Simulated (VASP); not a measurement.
Level of theory: PBE GGA, VASP's PBE PAW potentials (set 64) (plane waves; VASP).

Input for VASP

### INCAR
```
SYSTEM  =  Os
PREC  =  Accurate; ENCUT  =  400; LREAL  =  F
LASPH  =  T
EDIFF  =  1E-6; NELM  =  100; ALGO  =  Normal
LMAXMIX  =  6
ISMEAR  =  1; SIGMA  =  0.1
GGA  =  PE
ISIF  =  2
LWAVE  =  F; LCHARG  =  F
```

**POSCAR**
```
Os
1
    1.3923000000    -2.4115340000     0.0000000000
    1.3923000000     2.4115340000     0.0000000000
    0.0000000000     0.0000000000     4.4064000000
Os
2
Direct
  0.3333330000   0.6666670000   0.2500000000
  0.6666670000   0.3333330000   0.7500000000
```

### KPOINTS
```
Automatic mesh
0
Gamma
14 14 8
0 0 0
```

POTCAR, in this order: Os (PBE.64 set). Program: vasp_std.

The resulting files:

### OSZICAR
```
       N       E                     dE             d eps       ncg     rms          rms(c)
DAV:   1     0.768871064828E+02    0.76887E+02   -0.65386E+03  2880   0.103E+03
DAV:   2    -0.183374965683E+02   -0.95225E+02   -0.85578E+02  3188   0.351E+02
DAV:   3    -0.238120989921E+02   -0.54746E+01   -0.50404E+01  3524   0.683E+01
DAV:   4    -0.239425563748E+02   -0.13046E+00   -0.12945E+00  3084   0.984E+00
DAV:   5    -0.239441999259E+02   -0.16436E-02   -0.16431E-02  3340   0.961E-01    0.206E+01
DAV:   6    -0.227665580876E+02    0.11776E+01   -0.14282E+00  3096   0.109E+01    0.889E+00
DAV:   7    -0.224533645429E+02    0.31319E+00   -0.87470E-01  3332   0.838E+00    0.388E-01
DAV:   8    -0.224477027702E+02    0.56618E-02   -0.70967E-03  2968   0.666E-01    0.237E-01
DAV:   9    -0.224454481191E+02    0.22547E-02   -0.13037E-03  3108   0.420E-01    0.533E-02
DAV:  10    -0.224454877743E+02   -0.39655E-04   -0.63672E-05  3140   0.808E-02    0.110E-02
DAV:  11    -0.224454568021E+02    0.30972E-04   -0.66948E-06  3016   0.296E-02    0.814E-04
DAV:  12    -0.224454562163E+02    0.58584E-06   -0.12781E-07  1496   0.412E-03
   1 F= -.22445456E+02 E0= -.22444950E+02  d E =-.151817E-02
```

**OUTCAR**
```
------------------------ aborting loop because EDIFF is reached ----------------------------------------
  FORCE on cell =-STRESS in cart. coord.  units (eV):
  Direction    XX          YY          ZZ          XY          YZ          ZX
  --------------------------------------------------------------------------------------
  Total       -2.2912842     -2.2912835     -2.8646029      0.0000000     -0.0000000      0.0000000
  in kB     -124.0650372   -124.0650023   -155.1082451      0.0000000     -0.0000000      0.0000000
  external PRESSURE =    -134.4127615 kB  Pullay stress =       0.0000000 kB
  volume of cell :       29.59
      direct lattice vectors                 reciprocal lattice vectors
     1.392300000 -2.411534000  0.000000000     0.359118006 -0.207336907  0.000000000
     1.392300000  2.411534000  0.000000000     0.359118006  0.207336907  0.000000000
     0.000000000  0.000000000  4.406400000     0.000000000  0.000000000  0.226942629
 POSITION                                       TOTAL-FORCE (eV/Angst)
 -----------------------------------------------------------------------------------
      1.39230      0.80385      1.10160        -0.000000     -0.000000      0.000000
      1.39230     -0.80385      3.30480         0.000000      0.000000      0.000000
 -----------------------------------------------------------------------------------
    total drift:                                0.000001      0.000028     -0.000020
  FREE ENERGIE OF THE ION-ELECTRON SYSTEM (eV)
  ---------------------------------------------------
  free  energy   TOTEN  =       -22.4454562163 eV

  energy  without entropy=      -22.4439380468  energy(sigma->0) =      -22.44495016
```
(Selected blocks of OUTCAR.)

The compound is Os in the hcp structure. The cell was not relaxed at this level.
